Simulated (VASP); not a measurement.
```yaml
crystal:
  lattice:
    - [0.00000, 2.68433, 2.68433]
    - [2.68433, 0.00000, 2.68433]
    - [2.68433, 2.68433, 0.00000]
  atoms:
    - { symbol: Yb, position: [0.00000, 0.00000, 0.00000] }
```

Level of theory: PBE GGA, VASP's PBE PAW potentials (set 64) (plane waves; VASP). Settings: 520 eV cut-off, 8×8×8 Γ-centred mesh, Gaussian smearing of 0.050 eV, potentials Yb_2.

The 4f electrons are frozen in the core of the lanthanide potential, so 4f levels, which can set the real gap, and their magnetism are missing.

Problem. What does the run give for the energy per atom (σ→0)?

Solution. 
```json
{
 "energy per atom (σ→0)": "-1.473 eV/atom"
}
```

The compound is Yb in the fcc structure. This cell is one point of a volume scan, at 0.97 of the reference volume.
